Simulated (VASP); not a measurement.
The input files of a VASP run:

### KPOINTS
```
Automatic mesh
0
Gamma
9 9 5
0 0 0
```

File POSCAR:
```
Lu
1
    1.7500000000    -3.0310890000     0.0000000000
    1.7500000000     3.0310890000     0.0000000000
    0.0000000000     0.0000000000     5.5500000000
Lu
2
Direct
  0.3333330000   0.6666670000   0.2500000000
  0.6666670000   0.3333330000   0.7500000000
```

**INCAR**
```
SYSTEM = Lu
PREC = Accurate
ENCUT = 400
EDIFF = 1E-6
NELM = 5
ALGO = Normal
LREAL = .FALSE.
LASPH = .TRUE.
ISMEAR = 1
SIGMA = 0.1
GGA = PE
LMAXMIX = 6
LWAVE = .FALSE.
LCHARG = .FALSE.
ISIF = 2
```

POTCAR, in this order: Lu_3 (PBE.64 set). Program: vasp_std.

Output of the run:

**standard output**
```
 POSCAR found type information on POSCAR Lu
 POSCAR found :  1 types and       2 ions
 Reading from existing POTCAR
 Reading from existing POTCAR
 LDA part: xc-table for (Slater+PW92), standard interpolation
 POSCAR, INCAR and KPOINTS ok, starting setup
 WAVECAR not read
 entering main loop
       N       E                     dE             d eps       ncg     rms          rms(c)
DAV:   1     0.375347055319E+02    0.37535E+02   -0.79064E+03  1742   0.132E+03
DAV:   2    -0.667537108244E+01   -0.44210E+02   -0.43091E+02  1575   0.648E+02
DAV:   3    -0.881048076883E+01   -0.21351E+01   -0.20235E+01  1659   0.610E+01
DAV:   4    -0.890766778170E+01   -0.97187E-01   -0.95419E-01  1714   0.965E+00
DAV:   5    -0.891044703627E+01   -0.27793E-02   -0.27148E-02  1597   0.237E+00

 -----------------------------------------------------------------------------
|                                                                             |
|           W    W    AA    RRRRR   N    N  II  N    N   GGGG   !!!           |
|           W    W   A  A   R    R  NN   N  II  NN   N  G    G  !!!           |
|           W    W  A    A  R    R  N N  N  II  N N  N  G       !!!           |
|           W WW W  AAAAAA  RRRRR   N  N N  II  N  N N  G  GGG   !            |
|           WW  WW  A    A  R   R   N   NN  II  N   NN  G    G                |
|           W    W  A    A  R    R  N    N  II  N    N   GGGG   !!!           |
|                                                                             |
|     The electronic self-consistency was not achieved in the given           |
|     number of steps (NELM). The forces and other quantities evaluated       |
|     might not be reliable so examine the results carefully. If you find     |
|     spurious results, we suggest increasing NELM, if you were close to      |
|     convergence or switching to a different ALGO or adjusting the           |
|     density mixing parameters otherwise.                                    |
|                                                                             |
 -----------------------------------------------------------------------------

   1 F= -.89104470E+01 E0= -.89098749E+01  d E =-.171647E-02
```

OUTCAR:
```
------------------------ aborting loop EDIFF was not reached (unconverged)  ----------------------------
  FORCE on cell =-STRESS in cart. coord.  units (eV):
  Direction    XX          YY          ZZ          XY          YZ          ZX
  --------------------------------------------------------------------------------------
  Total       -3.8102970     -3.8102973     -4.4688860      0.0000000      0.0000000      0.0000000
  in kB     -103.6835123   -103.6835183   -121.6046392      0.0000000      0.0000000      0.0000000
  external PRESSURE =    -109.6572233 kB  Pullay stress =       0.0000000 kB
  volume of cell :       58.88
      direct lattice vectors                 reciprocal lattice vectors
     1.750000000 -3.031089000  0.000000000     0.285714286 -0.164957215  0.000000000
     1.750000000  3.031089000  0.000000000     0.285714286  0.164957215  0.000000000
     0.000000000  0.000000000  5.550000000     0.000000000  0.000000000  0.180180180
 POSITION                                       TOTAL-FORCE (eV/Angst)
 -----------------------------------------------------------------------------------
      1.75000      1.01037      1.38750         0.000000     -0.000000      0.000000
      1.75000     -1.01037      4.16250        -0.000000      0.000000      0.000000
 -----------------------------------------------------------------------------------
    total drift:                                0.000002      0.000031     -0.000004
  FREE ENERGIE OF THE ION-ELECTRON SYSTEM (eV)
  ---------------------------------------------------
  free  energy   TOTEN  =        -8.9104470363 eV

  energy  without entropy=       -8.9087305616  energy(sigma->0) =       -8.90987488
```
(Selected blocks of OUTCAR.)

Q: From input and log, find the fault in this run and mend it.

A: The cause: NELM is too small, so the electronic loop ends before EDIFF is met. Convergence was not reached. Against the sound run, the energy per atom (σ→0) decreases by 0.004 eV/atom; the pressure drops by 11.01 GPa. To mend it, set NELM = 100.

The mended run (PBE GGA, plane waves, VASP's PBE PAW potentials (set 64)) converges, and its OSZICAR ends with
```
   1 F= -.89030335E+01 E0= -.89025576E+01  d E =-.142773E-02
```

The compound is Lu in the hcp structure. The cell was not relaxed at this level.
